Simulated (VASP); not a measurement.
VASP runs on K (bcc) share one base input (PBE GGA, plane waves, VASP's PBE PAW potentials (set 64)) and change the settings named in each case.

INCAR:
```
# general
SYSTEM = K
PREC   = Accurate
ENCUT  = 400
LREAL  = .False.
LASPH  = .True.

# electronic loop
EDIFF  = 1E-6
NELM   = 100
ALGO   = Normal

# smearing
ISMEAR = 1
SIGMA  = 0.1

# functional
GGA    = PE

# ions
ISIF   = 2

# output
LWAVE  = .False.
LCHARG = .False.
```

### POSCAR
```
K
1.0
 -2.6928000000   2.6928000000   2.6928000000
  2.6928000000  -2.6928000000   2.6928000000
  2.6928000000   2.6928000000  -2.6928000000
K
1
direct
  0.0000000000   0.0000000000   0.0000000000
```

File KPOINTS:
```
K-points
0
G
  9 9 9
0 0 0
```

POTCAR, in this order: K_sv (PBE.64 set). Program: vasp_std.

```json
[
 {"change": "base run", "E(σ→0) (eV/atom)": "-1.0473", "−TS (eV)": "-0.0004", "irreducible k-points": "35"},
 {"change": "KPOINTS 2×2×2 Monkhorst-Pack mesh", "E(σ→0) (eV/atom)": "-0.9412", "−TS (eV)": "-0.0187", "irreducible k-points": "2"},
 {"change": "KPOINTS 8×8×8 Monkhorst-Pack mesh", "E(σ→0) (eV/atom)": "-1.0482", "−TS (eV)": "-0.0006", "irreducible k-points": "26"},
 {"change": "KPOINTS 9×9×9 Monkhorst-Pack mesh", "E(σ→0) (eV/atom)": "-1.0473", "−TS (eV)": "-0.0004", "irreducible k-points": "35"},
 {"change": "KPOINTS 11×11×11 Monkhorst-Pack mesh", "E(σ→0) (eV/atom)": "-1.0464", "−TS (eV)": "0.0006", "irreducible k-points": "56"}
]
```

Left out are runs that ran out of time, are held back, or changed the cell or the kind of run, fixed moments of cells without a moment, rows past the twelfth, gaps on odd meshes, pressures of charged cells and columns that move by less than the noise.

The compound is K in the bcc structure. The cell was not relaxed at this level.
